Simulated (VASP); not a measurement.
A run of VASP 6.6.1 is set up as follows.

Contents of INCAR:

```
  PREC = Accurate
  ENCUT = 520
  EDIFF = 1E-7
  ISMEAR = 0
  SIGMA = 0.05
  LREAL = False
  LASPH = True
  NELM = 60
  ALGO = Normal
  ISIF = 2
  LWAVE = False
  LCHARG = False
  GGA = PS
  IBRION = 2
  NSW = 60
  EDIFFG = -0.01
```

Contents of KPOINTS:

```
Automatic mesh
0
Gamma
  8 8 4
```

POSCAR

```
BaNaZrN2
1.0
    4.0475011500      0.0000000000      0.0000000000
   -2.0237505700      3.5052388200      0.0000000000
    0.0000000000      0.0000000000      6.8560124700
Na Ba Zr N
1 1 1 2
Direct
    0.0000000000      0.0000000000      0.3821820000
    0.3333333300      0.6666666700      0.9730029700
    0.6666666700      0.3333333300      0.6589779900
    0.6666666700      0.3333333300      0.2451090100
    0.0000000000      0.0000000000      0.7407289700
```

Potentials or basis: VASP PAW PBE potentials, release 64 (Na_pv, Ba_sv, Zr_sv, N).

The run is started by

```console
$ cat potpaw_PBE.64/Na_pv/POTCAR potpaw_PBE.64/Ba_sv/POTCAR potpaw_PBE.64/Zr_sv/POTCAR potpaw_PBE.64/N/POTCAR > POTCAR
$ mpirun -np 1 vasp_std > vasp.out
```

Question: Estimate the energy gained by relaxing.

Answer: 585.4 meV/atom.

Question: Estimate the band gap on the k mesh.

Answer: None (metal or under the smearing width).

Final structure:
```cif
data_structure
_symmetry_space_group_name_H-M 'P 1'
_symmetry_Int_Tables_number 1
_cell_length_a 4.0475
_cell_length_b 4.0475
_cell_length_c 6.8560
_cell_angle_alpha 90.000
_cell_angle_beta 90.000
_cell_angle_gamma 120.000
_cell_volume 97.27
loop_
_atom_site_label
_atom_site_type_symbol
_atom_site_fract_x
_atom_site_fract_y
_atom_site_fract_z
_atom_site_occupancy
Na1 Na 0.00000 0.00000 0.34259 1
Ba1 Ba 0.33333 0.66667 0.01509 1
Zr1 Zr 0.66667 0.33333 0.61302 1
N1 N 0.66667 0.33333 0.32943 1
N2 N 0.00000 0.00000 0.69988 1
```

 Spin-orbit coupling is left out, which matters for the levels of Ba.
